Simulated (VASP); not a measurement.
An input for Ansatz (written as the equivalent of a VASP run, and not itself run):

Ansatz 0.2 input:
```yaml
crystal:
  lattice:
    - [0.0000000, 3.4596489, 3.4596489]
    - [3.4596489, 0.0000000, 3.4596489]
    - [3.4596489, 3.4596489, 0.0000000]
  atoms:
    - { symbol: Sr, position: [0.0000000, 0.0000000, 0.0000000] }
    - { symbol: Cl, position: [0.2500000, 0.2500000, 0.2500000] }
    - { symbol: Cl, position: [0.7500000, 0.7500000, 0.7500000] }
kpoints:
  mp_grid: { grid: [5, 5, 5] }
hamiltonian:
  xc: r2scan
  pseudopotentials: { kind: paw }
scf:
  occupations: { method: gaussian, width: 0.05 }
  max_iter: 100
relax:
  max_steps: 60
  f_tol: 0.02
  cell: {}
output: { forces: true, stress: true, eigenvalues: true }
```

Question: Write the VASP files for the same calculation (r2SCAN).

Answer: This is not unique; one that fits is 
**POSCAR**
```
SrCl2
1
   -0.0000000000     3.4596489136     3.4596489136
    3.4596489136     0.0000000000     3.4596489136
    3.4596489136     3.4596489136     0.0000000000
Sr Cl
1 2
Direct
  0.0000000000   0.0000000000   0.0000000000
  0.2500000000   0.2500000000   0.2500000000
  0.7500000000   0.7500000000   0.7500000000
```

KPOINTS:
```
Automatic mesh
0
Gamma
5 5 5
0 0 0
```

INCAR:
```
SYSTEM = SrCl2
PREC = Accurate
ENCUT = 480
EDIFF = 1E-6
NELM = 100
ALGO = Normal
LREAL = .FALSE.
LASPH = .TRUE.
ISMEAR = 0
SIGMA = 0.05
METAGGA = R2SCAN
LMIXTAU = .TRUE.
LMAXMIX = 4
LWAVE = .FALSE.
LCHARG = .FALSE.
IBRION = 2
ISIF = 3
NSW = 60
EDIFFG = -0.02
```

POTCAR, in this order: Sr_sv Cl (PBE.64 set). Program: vasp_std.

What does not carry over: each code has its own PAW files, so the cut-off isn't converted (ENCUT is set for VASP's; basis.ecutwfc is left out, and Ansatz then takes the one that its files recommend); Ansatz stops its SCF on the density residual and VASP on the energy change (EDIFF).

The compound is SrCl2 in the fluorite structure. This run relaxes it. Symmetry was kept, so distortions that lower it aren't found. The start is the result of an earlier pass.
